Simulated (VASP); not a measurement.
Data:

```
MgSe
1.0
    0.00000     2.73942     2.73942
    2.73942     0.00000     2.73942
    2.73942     2.73942     0.00000
Mg Se
1 1
Direct
  0.00000   0.00000   0.00000
  0.50000   0.50000   0.50000
```

These are revTPSS meta-GGA, VASP's PBE PAW potentials (set 64) (plane waves; VASP) values and carry that method's errors. Settings: 520 eV cut-off, 9×9×9 Γ-centred mesh, tetrahedra with Blöchl corrections, potentials Mg Se.

Question: Give the energies of bands 2 to 7 at the high-symmetry points, in eV from the valence-band maximum.

Answer: 
| band | Γ | X | U | L | W |
|---|---|---|---|---|---|
| 2 | 0.00 | -4.26 | -3.76 | -4.91 | -3.31 |
| 3 | 0.00 | -1.77 | -3.30 | -0.58 | -3.31 |
| 4 | 0.00 | -1.77 | -1.42 | -0.58 | -2.49 |
| 5 | 2.87 | 2.07 | 3.27 | 3.99 | 4.76 |
| 6 | 7.66 | 4.05 | 6.40 | 6.36 | 7.27 |
| 7 | 7.66 | 11.84 | 9.21 | 6.36 | 7.67 |

The gap is indirect, 2.07 eV, from the valence maximum at Γ to the conduction minimum at X.

The compound is MgSe in the rock salt structure. It was relaxed first.
